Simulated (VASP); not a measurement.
# TaSi2 (space group P6_222): computed properties

The numbers are results of PBEsol GGA, VASP's PBE PAW potentials (set 64) (plane waves; VASP), not measurements.

| Property | Result |
|---|---|
| space group | P6_222 (180) |
| cell | a = 4.759 Å, b = 4.759 Å, c = 6.565 Å, α = 90.00°, β = 90.00°, γ = 120.00° |
| volume per atom | 14.31 Å³/atom |
| band gap (over mesh and band path) | none (metal, semimetal or under 0.01 eV) |
| density | 9.17 g/cm³ |

```
TaSi2
1.0
    4.75903     0.00000     0.00000
   -2.37951     4.12144     0.00000
    0.00000     0.00000     6.56484
Si Ta
6 3
Direct
  0.15942   0.31883   0.50000
  0.84058   0.15942   0.83333
  0.68117   0.84058   0.16667
  0.84058   0.68117   0.50000
  0.15942   0.84058   0.83333
  0.31883   0.15942   0.16667
  0.50000   0.00000   0.50000
  0.50000   0.50000   0.83333
  0.00000   0.50000   0.16667
```

Unless said otherwise, spin-orbit coupling is left out, though it shifts the bands of the heavy elements here.

The structure comes from a measured TaSi2 entry (P6_222) of the Crystallography Open Database, whose conditions weren't checked. It was relaxed first. Symmetry was kept, so distortions that lower it aren't found. The electron count is odd and the run is not spin-polarised, which forces a metal.
